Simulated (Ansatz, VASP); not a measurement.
**TlWCl6: VASP beside Ansatz**

Contents of INCAR:

```
ALGO     = Normal         # electronic algorithm
EDIFF    = 1E-6           # SCF threshold, eV
ENCUT    = 520            # plane-wave cutoff, eV
GGA      = PE             # functional
ISIF     = 2              # what is computed and relaxed
ISMEAR   = 0              # smearing method
LASPH    = T              # aspherical terms in the spheres
LCHARG   = T              # write CHGCAR
LELF     = T              # ELF
LREAL    = F              # projectors in reciprocal space
LVHAR    = T            
LWAVE    = F              # write WAVECAR
NBANDS   = 44             # bands
NELM     = 60             # most SCF steps
PREC     = Accurate       # precision mode
SIGMA    = 0.1            # smearing width, eV
```

Contents of KPOINTS:

```
k-points
0
Gamma
  4 4 4
```

The input POSCAR:

```
TlWCl6
1.0
    0.0000000000      5.4570000000      5.4570000000
    5.4570000000      0.0000000000      5.4570000000
    5.4570000000      5.4570000000      0.0000000000
Tl W Cl
1 1 6
Direct
    0.0000000000      0.0000000000      0.0000000000
    0.5000000000      0.5000000000      0.5000000000
    0.7500000000      0.2500000000      0.2500000000
    0.2500000000      0.7500000000      0.7500000000
    0.2500000000      0.7500000000      0.2500000000
    0.7500000000      0.2500000000      0.7500000000
    0.2500000000      0.2500000000      0.7500000000
    0.7500000000      0.7500000000      0.2500000000
```

Input for Ansatz:

```yaml
crystal:
  lattice:
    - [0.0, 5.457, 5.457]
    - [5.457, 0.0, 5.457]
    - [5.457, 5.457, 0.0]
  atoms:
    - { symbol: Tl, position: [0.0, 0.0, 0.0] }
    - { symbol: W, position: [0.5, 0.5, 0.5] }
    - { symbol: Cl, position: [0.75, 0.25, 0.25] }
    - { symbol: Cl, position: [0.25, 0.75, 0.75] }
    - { symbol: Cl, position: [0.25, 0.75, 0.25] }
    - { symbol: Cl, position: [0.75, 0.25, 0.75] }
    - { symbol: Cl, position: [0.25, 0.25, 0.75] }
    - { symbol: Cl, position: [0.75, 0.75, 0.25] }
basis:
  ecutwfc: 420
kpoints:
  mp_grid: { grid: [4, 4, 4] }
hamiltonian:
  xc: pbe
scf:
  occupations: { method: gaussian, width: 0.1 }
  lower_state_search: "off"
output:
  forces: true
  stress: true
  eigenvalues: true
```

Alike in both runs: task single point; functional PBE; k mesh 4 × 4 × 4; occupations gaussian, width 0.1 eV; no spin polarisation.

```csv
,VASP,Ansatz
version,VASP 6.6.1,Ansatz 0.2.0
potentials or method,"VASP PAW PBE potentials, release 64 (Tl_d, W_sv, Cl)","scalar-relativistic, plane waves, PAW"
plane-wave cutoff (eV),520,420
valence electrons in the cell,69,69
```

```tsv
	VASP	Ansatz	Ansatz less VASP
gap on the k mesh at the Fermi level (eV)	none	none	-
pressure (GPa)	-4.8	-4.8	+0.04
rms of the force components (eV/Å)	1.553	1.552	-0.0010
```

A gap of «none» marks a metal or a gap that the smearing closes.

Caveats: an odd number of electrons without spin polarisation forces a metal; a magnetic or distorted state may lie lower. The runs have no spin-orbit coupling, so splittings on Tl, W are missing.
